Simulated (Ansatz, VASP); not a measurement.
**One calculation of Mn2InN2, two programs**

INCAR

```
SYSTEM = Mn2InN2
PREC = Accurate ; ENCUT = 520
EDIFF = 1E-7 ; ISMEAR = -1
SIGMA = 0.05 ; LREAL = .FALSE.
LASPH = .TRUE. ; NELM = 100
ALGO = Normal ; ISIF = 2
LWAVE = .FALSE. ; LCHARG = .FALSE.
ISPIN = 2 ; MAGMOM = 0 4 4 0 0
LORBIT = 11 ; LMAXMIX = 4
GGA = PE ; NBANDS = 36
```

The input KPOINTS:

```
Automatic mesh
0
G
  10 10 4
  0 0 0
```

File POSCAR:

```
Mn2InN2
1.0
    2.7770159899     -1.6127287546      0.0000000000
    2.7770159899      1.6127287546      0.0000000000
   -0.0228246757      0.0000000000      7.4063662167
In Mn N
1 2 2
Direct
    0.0000000000      0.0000000000      0.5000000000
    0.6664280000      0.6664280000      0.8856840000
    0.3335720000      0.3335720000      0.1143160000
    0.6679540000      0.6679540000      0.1518960000
    0.3320460000      0.3320460000      0.8481040000
```

Contents of input.yaml:

```yaml
crystal:
  lattice:
    - [2.7770159899, -1.6127287546, 0.0]
    - [2.7770159899, 1.6127287546, 0.0]
    - [-0.0228246757, 0.0, 7.4063662167]
  atoms:
    - { symbol: In, position: [0.0, 0.0, 0.5] }
    - { symbol: Mn, position: [0.666428, 0.666428, 0.885684], spin: 4.0 }
    - { symbol: Mn, position: [0.333572, 0.333572, 0.114316], spin: 4.0 }
    - { symbol: "N", position: [0.667954, 0.667954, 0.151896] }
    - { symbol: "N", position: [0.332046, 0.332046, 0.848104] }
hamiltonian:
  xc: pbe
  pseudopotentials: { kind: paw }
magnetization:
  spin_polarized: true
kpoints:
  mp_grid: { grid: [10, 10, 4] }
scf:
  occupations: { method: fermi_dirac, width: 0.05 }
output:
  forces: true
  stress: true
  eigenvalues: true
  write_density: true
  write_potential: true
  elf: true
  volumetric_format: npy
```

The cell comes from a database or a generator and needn't be the stable form of this composition.

Alike in both runs: task single point; functional PBE; k mesh 10 × 10 × 4; occupations fermi-dirac, width 0.05 eV; collinear spin, ferromagnetic start.

```csv
,VASP,Ansatz
version,VASP 6.6.1,Ansatz 0.2.0
potentials or method,"VASP PAW PBE potentials, release 64 (In_d, Mn_pv, N)",Ansatz PAW
plane-wave cutoff (eV),520,420
valence electrons in the cell,49,53
```

|  | VASP | Ansatz | Ansatz less VASP |
| --- | --- | --- | --- |
| gap on the k mesh at the Fermi level (eV) | none | none | - |
| pressure (GPa) | 0.0 | -0.4 | -0.45 |
| largest component of the traceless stress (GPa) | 0.65 | 0.49 | -0.159 |
| rms of the force components (eV/Å) | 0.033 | 0.053 | +0.0201 |
| net moment per atom (μB) | 0.57 | 0.57 | +0.001 |
| size of the moment on the site where the two differ most (μB) | 1.48 | 1.28 | -0.199 |

Site moments also hang on the region over which each program counts them. Atom by atom the forces differ by 0.023 eV/Å (rms over components). A gap of «none» marks a metal or a gap that the smearing closes. The functional is the same, so the differences come from potentials, cutoffs and numerics. The two sets of potentials don't hold the same shells in valence.

Caveats: only a ferromagnetic start was run, and an antiferromagnetic order may lie lower in energy; the pressure holds a Pulay correction of +0.3 GPa for the finite cutoff (Ansatz). With open d or f shells a metallic result of PBE can be an artefact of self-interaction; +U or a hybrid may open a gap.
